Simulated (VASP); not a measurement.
An input for Quantum ESPRESSO's pw.x (written as the equivalent of a VASP run, and not itself run):

```
&CONTROL
  calculation = 'vc-relax'
  pseudo_dir = './pseudo'
  outdir = './out'
  tprnfor = .true.
  tstress = .true.
  nstep = 60
  forc_conv_thr = 0.00039
/
&SYSTEM
  ibrav = 0
  nat = 2
  ntyp = 2
  ecutwfc = 88
  occupations = 'smearing'
  smearing = 'gaussian'
  degauss = 0.003675
  input_dft = 'vdw-df-ob86'
/
&ELECTRONS
  conv_thr = 7.3e-08
  electron_maxstep = 100
/
&IONS
/
&CELL
/
ATOMIC_SPECIES
  Be 9.012 Be.upf
  Te 127.600 Te.upf
CELL_PARAMETERS angstrom
     0.0000000    2.8150000    2.8150000
     2.8150000    0.0000000    2.8150000
     2.8150000    2.8150000    0.0000000
ATOMIC_POSITIONS crystal
  Be   0.0000000  0.0000000  0.0000000
  Te   0.2500000  0.2500000  0.2500000
K_POINTS automatic
  7 7 7 0 0 0
```

Question: Write the VASP files for the same calculation (optB86b-vdW).

Answer: One answer among several that fit: 
### POSCAR
```
BeTe
1.0
  0.0000000000   2.8150000000   2.8150000000
  2.8150000000   0.0000000000   2.8150000000
  2.8150000000   2.8150000000   0.0000000000
Be Te
1 1
Cartesian
  0.0000000000   0.0000000000   0.0000000000
  1.4075000000   1.4075000000   1.4075000000
```

File KPOINTS:
```
K-points
0
gamma
7 7 7
0 0 0
```

**INCAR**
```
! general
SYSTEM    =  BeTe
PREC      =  Accurate
ENCUT     =  520
LREAL     =  .False.
LASPH     =  .True.

! electronic loop
EDIFF     =  1E-6
NELM      =  100
ALGO      =  Normal
LMAXMIX   =  4

! smearing
ISMEAR    =  0
SIGMA     =  0.05

! functional
GGA       =  MK
LUSE_VDW  =  .True.
AGGAC     =  0.0
PARAM1    =  0.1234
PARAM2    =  1.0

! ions
IBRION    =  2
NSW       =  60
ISIF      =  3
EDIFFG    =  -0.01

! output
LWAVE     =  .False.
LCHARG    =  .False.
```

POTCAR, in this order: Be Te (PBE.64 set). Program: vasp_std.

Limits of the translation: the potentials are each code's own (VASP's PAW set, PseudoDojo norm-conserving files in pw.x), so ENCUT and ecutwfc are chosen apart and not converted; conv_thr bounds pw.x's estimated SCF error, while EDIFF bounds the energy change between steps; forc_conv_thr acts on force components and is met together with etot_conv_thr.

The compound is BeTe in the zinc blende structure. This run relaxes it. Symmetry was kept, so distortions that lower it aren't found.
